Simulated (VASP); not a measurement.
Consider the following.

```
SnO
1.0
    3.77045     0.00000     0.00000
    0.00000     3.69331     0.00000
    0.00000     0.00000     4.78632
Sn O
2 2
Direct
  0.50000   0.00000   0.76200
  0.00000   0.50000   0.23800
  0.50000   0.50000   0.00000
  0.02312   0.00000   0.00000
```

All values below come from PBE GGA, VASP's PBE PAW potentials (set 64) (plane waves; VASP). Settings: PREC = Low, 520 eV cut-off, 5×6×4 Γ-centred mesh, Gaussian smearing of 0.050 eV, potentials Sn_d O.

Q: Give the force on each atom (eV/Å).

A: 
```tsv
atom	Fx	Fy	Fz
Sn1	0.365	0.000	-1.271
Sn2	0.058	0.000	1.178
O3	0.444	0.000	0.189
O4	-0.867	0.000	-0.096
```

Q: Give the stress tensor in GPa (positive for a compressed cell).

A: 
```
10.94   0.00  -1.22
 0.00  12.49   0.00
-1.22   0.00   8.47
```
The pressure is its mean diagonal, 10.63 GPa.

The compound is SnO in the litharge structure. The cell was not relaxed at this level. The run is one of a series of settings (PREC = Low against the base run), some of them coarse on purpose.
